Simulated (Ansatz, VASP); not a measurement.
# Cross-check of PIr2 between VASP and Ansatz, part 2 of 2

Wanted: the spread between two codes on one cell, functional and k mesh. The cell is taken from a series of runs on this material, whose earlier steps may have relaxed, scaled, displaced or heated it; both programs get it as it stands.

VASP 6.6.1 and Ansatz 0.2.0.

So far: The structure; Ansatz: relaxation of cell and atoms, PBEsol; VASP: relaxation of cell and atoms, PBEsol; Comparison.

### Step 5. Ansatz: zone-centre phonons, PBEsol

Level of this step: Ansatz beside VASP: Kohn-Sham DFT, plane waves, PBEsol (Ansatz).

Second derivatives magnify differences that forces hide, and they need a tight electronic threshold.

The cell is taken from a series of runs on this material, whose earlier steps may have relaxed, scaled, displaced or heated it; both programs get it as it stands.

input.yaml

```yaml
crystal:
  lattice:
    - [0.0, 2.7662066791, 2.7662066791]
    - [2.7662066791, 0.0, 2.7662066791]
    - [2.7662066791, 2.7662066791, 0.0]
  atoms:
    - { symbol: P, position: [0.0, 0.0, 0.0] }
    - { symbol: Ir, position: [0.25, 0.25, 0.25] }
    - { symbol: Ir, position: [0.75, 0.75, 0.75] }
kpoints:
  mp_grid: { grid: [16, 16, 16] }
hamiltonian:
  xc: pbesol
  pseudopotentials: { kind: paw, azcp: { folder: soft_1 }, xc_functional: pbe }
scf:
  occupations: { method: methfessel_paxton, width: 0.2 }
output:
  eigenvalues: true
phonons:
  method: dfpt
```

Launch:

```bash
$ ansatz run input.yaml --threads 4 --pin off --max-ram 10240MiB --backend cpu --events-out ev --progress --plain --runs-dir out
```

Numbers of over 12 decimals in the logs are rounded to 6 here.

Output:

```text
zone centre: on kpoints.mp_grid the ground state, and the responses unless they are solved on pairs of k-points, stand on 349 of the mesh's 4096 k-points, reduced under 8 symmetry operations, with k and −k counted as one. Each operation leaves every solved displacement unchanged or reverses it
[...]
Crystal: 3 atoms, lattice volume = 42.333 Å³
[...]
k mesh reduced under 8 symmetry operations, with k and −k counted as one. Each operation leaves every solved displacement unchanged or reverses it
  ASR residual: 1.063e-5 → 0.000e0 eV/Å²; symmetrization residual: 2.769e-7 eV/Å²
  ASR residual per site (eV/Å²): 3.66e-7 1.06e-5 1.06e-5
  Γ frequencies (cm⁻¹): 0.00 0.00 0.00 183.68 183.68 183.68 330.50 330.50 330.50
  non-analytic LO–TO correction: not included (Born effective charges unavailable; polar crystals: no LO–TO splitting at Γ)
[key lines of the parts left out:]
SCF converged after 10 iterations
Free energy (F): -24342.245802 eV
Fermi energy:    20.596415 eV
```

### Step 6. VASP: zone-centre phonons, PBEsol

The same cell, functional, mesh and smearing now go to VASP, with its own data sets.

INCAR

```
SYSTEM = PIr2
PREC = Accurate
ENCUT = 500
EDIFF = 1E-08
NELM = 120
ISMEAR = 1
SIGMA = 0.2
LREAL = .FALSE.
ALGO = Normal
GGA = PS
NBANDS = 17
LASPH = .TRUE.
LORBIT = 11
LWAVE = .FALSE.
LCHARG = .FALSE.
ISIF = 2
IBRION = 8
GGA_COMPAT = .FALSE.
KPAR = 2
```

POSCAR

```
PIr2
1.0
    0.0000000000      2.7662066791      2.7662066791
    2.7662066791      0.0000000000      2.7662066791
    2.7662066791      2.7662066791      0.0000000000
P Ir
1 2
Direct
    0.0000000000      0.0000000000      0.0000000000
    0.2500000000      0.2500000000      0.2500000000
    0.7500000000      0.7500000000      0.7500000000
```

KPOINTS

```
Automatic mesh
0
Gamma
16 16 16
0 0 0
```

The projector-augmented-wave data sets are P and Ir (PBE family, release 64).

Launch:

```bash
$ mpirun -np 2 vasp_std
```

Output:

```text
[banner, memory and clock lines left out]
running    2 mpi-ranks, on    1 nodes
[...]
[... a notice as in an earlier step ...]

 LDA part: xc-table for (Slater+PW92), standard interpolation
 POSCAR, INCAR and KPOINTS ok, starting setup
[...]
entering main loop
       N       E                     dE             d eps       ncg     rms          rms(c)
DAV:   1     0.182656447333E+03    0.18266E+03   -0.10101E+04  4930   0.122E+03
DAV:   2    -0.177064104599E+02   -0.20036E+03   -0.19099E+03  4936   0.350E+02
DAV:   3    -0.276655718312E+02   -0.99592E+01   -0.97386E+01  6556   0.806E+01
DAV:   4    -0.278623399274E+02   -0.19677E+00   -0.19614E+00  5987   0.114E+01
[...]
DAV:  13    -0.267125728563E+02    0.63920E-07   -0.26168E-07  6449   0.380E-03    0.163E-03
DAV:  14    -0.267125728294E+02    0.26869E-07   -0.86903E-09  4523   0.696E-04    0.821E-04
DAV:  15    -0.267125728355E+02   -0.60720E-08   -0.17299E-09  3213   0.331E-04
   1 F= -.26712573E+02 E0= -.26713334E+02  d E =0.228431E-02
[...]
RMM:  13    -0.487473856339E-01    0.85112E-09   -0.12579E-07 18636   0.213E-04    0.115E-07
RMM:  14    -0.487473859018E-01   -0.26797E-09   -0.12641E-07 17509   0.213E-04    0.268E-07
RMM:  15    -0.487473862483E-01   -0.34650E-09   -0.64120E-08 17400   0.213E-04    0.162E-07
 first order change of Fermi-energy  -0.70324E-04
 force on displaced ion       1 direction 1 : -12.174   0.000   0.000
 Linear response progress:
  Degree of freedom:   2/  2
       N       E                     dE             d eps       ncg     rms          rms(c)
RMM:   1    -0.205382615042E+00   -0.20538E+00   -0.21323E-01 38431   0.285E+00
RMM:   2    -0.195264711000E+00    0.10118E-01   -0.74649E-03 31274   0.850E-01    0.189E-01
RMM:   3    -0.195406184641E+00   -0.14147E-03   -0.69328E-04 34914   0.164E-01    0.115E-01
RMM:   4    -0.195756732060E+00   -0.35055E-03   -0.33265E-04 34993   0.118E-01    0.116E-02
[...]
RMM:  12    -0.195695166841E+00    0.47731E-07   -0.79724E-08 38948   0.331E-04    0.437E-06
RMM:  13    -0.195695133841E+00    0.33001E-07   -0.51975E-09 41414   0.318E-04    0.904E-07
RMM:  14    -0.195695137641E+00   -0.38009E-08   -0.80923E-08 41452   0.315E-04    0.666E-07
 first order change of Fermi-energy   0.40234E-04
 force on displaced ion       2 direction 1 : -15.269  -0.000  -0.000
 Linear response finished
```

Parts of OUTCAR (step 6):

```text
  Total        0.3335549      0.3335549      0.3335549     -0.0000000      0.0000000      0.0000000
  in kB       12.6239132     12.6239132     12.6239132     -0.0000000      0.0000000      0.0000000
  external PRESSURE =      12.6239132 kB  Pullay stress =       0.0000000 kB

 POSITION                                       TOTAL-FORCE (eV/Angst)
 -----------------------------------------------------------------------------------
      0.00000      0.00000      0.00000        -0.000000      0.000000      0.000000
      1.38310      1.38310      1.38310         0.000000     -0.000000      0.000000
      4.14931      4.14931      4.14931        -0.000000      0.000000     -0.000000
 -----------------------------------------------------------------------------------
    total drift:                               -0.000000      0.000000      0.000000

[... 1 part as in an earlier step ...]

[... 1 further part left out ...]
```

### Step 7. Side by side

What differs besides the data sets and the points named for the pairs above, as far as they apply: the data sets hold 39 valence electrons in Ansatz (on its PAW soft_1 files) and 23 in VASP. Total energies have different zeros and are not compared.

The two programs side by side:

```
                  quantity  Ansatz   VASP  difference
optical mode 1 to 3 (cm⁻¹)   183.7  186.0     -1.23 %
optical mode 4 to 6 (cm⁻¹)   330.5  339.9     -2.75 %
```

Modes are paired by rising frequency, not by their patterns, so a pair may set unlike modes beside each other; they are those without the splitting of longitudinal modes.

### Step 8. Outcome

```yaml
difference_in_volume_relaxation_of_cell_and_atoms_pbesol: -0.41 %
r_m_s_difference_of_the_optical_zone_centre_modes_each_program_s_sorted_by_frequency_zone_centre_phonons_pbesol: 6.8 cm⁻¹
difference_in_optical_mode_4_to_6_zone_centre_phonons_pbesol: -2.8 %
```

**Reading.** The difference in volume is -0.41 % (relaxation of cell and atoms, PBEsol), within the 1.2 % picked in this series as the mark of a large difference, as far as the stopping tolerances let one tell. The data sets hold unlike numbers of valence electrons (39 in Ansatz and 23 in VASP), so part of the differences comes from the potentials. Among the rows given in per cent, the largest difference of the zone-centre phonons, PBEsol pair is in optical mode 4 to 6, -2.8 %. How closely two codes agree says nothing of how well the functional describes the real material.

[Lines on the potential files, build, host, timing and source positions are cut from VASP's logs without a mark.]

[Logs are printed without paths, hosts, clocks, repeated set-up lines and the standing remarks that a program may print on its own settings, such as how far it seeks lower states.]

[Hosts, paths, dates, database ids (printed as entryN), source tags and the programs' standing remarks are cut or masked in the printed files.]
